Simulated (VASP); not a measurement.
The system is AlN.

```xyz
4
Lattice="3.1279 0.0000 0.0000 -1.5639 2.7088 0.0000 0.0000 0.0000 5.0159" Properties=species:S:1:pos:R:3 pbc="T T T"
Al    0.0000    1.8059    5.0124
Al    1.5639    0.9029    2.5044
N     0.0000    1.8059    1.9096
N     1.5639    0.9029    4.4175
```

Base run:

- Program: VASP 6.6.1
- Functional: HSE06
- Potentials or basis: VASP PAW PBE potentials, release 64 (Al, N)
- Cutoff: 520 eV
- k mesh: 6 × 6 × 4
- Occupations: gaussian, width 0.03 eV
- Spin: no spin polarisation

Its results: band gap on the k mesh 5.42 eV, direct; pressure -5.1 GPa; largest force 0.004 eV/Å.

Task: The run is repeated on the same cell with these changes: functional from HSE06 to PBE0. What comes out?

Result: Band gap on the k mesh 6.12 eV, direct; pressure -5.1 GPa; largest force 0.003 eV/Å.

Caveats: the PAW data sets were made with another functional, which shifts forces and pressure a little.
